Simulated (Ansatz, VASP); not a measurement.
Given: the input of a run of VASP 6.6.1 on CsBa3. The cell comes from a database or a generator and needn't be the stable form of this composition.

File INCAR:

```
SYSTEM = CsBa3
ALGO     = Normal         ! electronic algorithm
EDIFF    = 1E-7           ! SCF threshold, eV
ENCUT    = 520            ! plane-wave cutoff, eV
GGA      = PE             ! functional
ISIF     = 2              ! what is computed and relaxed
ISMEAR   = -1             ! smearing method
LASPH    = .True.         ! aspherical terms in the spheres
LCHARG   = .False.        ! write CHGCAR
LREAL    = .False.        ! projectors in reciprocal space
LWAVE    = .False.        ! write WAVECAR
NBANDS   = 28             ! bands
NELM     = 80             ! most SCF steps
PREC     = Accurate       ! precision mode
SIGMA    = 0.05           ! smearing width, eV
```

The input KPOINTS:

```
k-points
0
Gamma
  4 4 4
  0 0 0
```

Contents of POSCAR:

```
CsBa3
1.0
    6.6043710000      0.0000000000      0.0000000000
    0.0000000000      6.6043710000      0.0000000000
    0.0000000000      0.0000000000      6.6043710000
Ba Cs
3 1
Direct
    0.5000000000      0.5000000000      0.0000000000
    0.5000000000      0.0000000000      0.5000000000
    0.0000000000      0.5000000000      0.5000000000
    0.0000000000      0.0000000000      0.0000000000
```

Potentials or basis: VASP PAW PBE potentials, release 64 (Ba_sv, Cs_sv).

Command:

```sh
$ cat potpaw_PBE.64/Ba_sv/POTCAR potpaw_PBE.64/Cs_sv/POTCAR > POTCAR
$ mpirun -np 1 vasp_std > vasp.out
```

Question: Translate it to Ansatz 0.2.0. Potentials or basis there: Ansatz PAW, cutoff 420 eV.

Answer: As run (cutoffs and basis follow the program's own potentials, and thresholds, step limits or extra output files can differ):

The input input.yaml:

```yaml
crystal:
  lattice:
    - [6.604371, 0.0, 0.0]
    - [0.0, 6.604371, 0.0]
    - [0.0, 0.0, 6.604371]
  atoms:
    - { symbol: Ba, position: [0.5, 0.5, 0.0] }
    - { symbol: Ba, position: [0.5, 0.0, 0.5] }
    - { symbol: Ba, position: [0.0, 0.5, 0.5] }
    - { symbol: Cs, position: [0.0, 0.0, 0.0] }
hamiltonian:
  xc: pbe
  pseudopotentials: { kind: paw }
kpoints:
  mp_grid: { grid: [4, 4, 4] }
scf:
  occupations: { method: fermi_dirac, width: 0.05 }
output:
  forces: true
  stress: true
  eigenvalues: true
```

Potentials or basis: Ansatz PAW.

The run is started by

```bash
$ ansatz run input.yaml --threads 2 --pin off --max-ram 5120MiB --backend cpu --events-out ev --progress --plain --runs-dir out
```

Both were run:

|  | VASP | Ansatz |
| --- | --- | --- |
| Pressure | 0.0 GPa | -0.1 GPa |

Ansatz's pressure holds a Pulay term of +0.00 GPa for its cutoff of 420 eV, which the other run lacks.

Where Ansatz's input types no cutoff or centring, it takes its own default and a Γ-centred mesh.

Pressure is positive in compression.
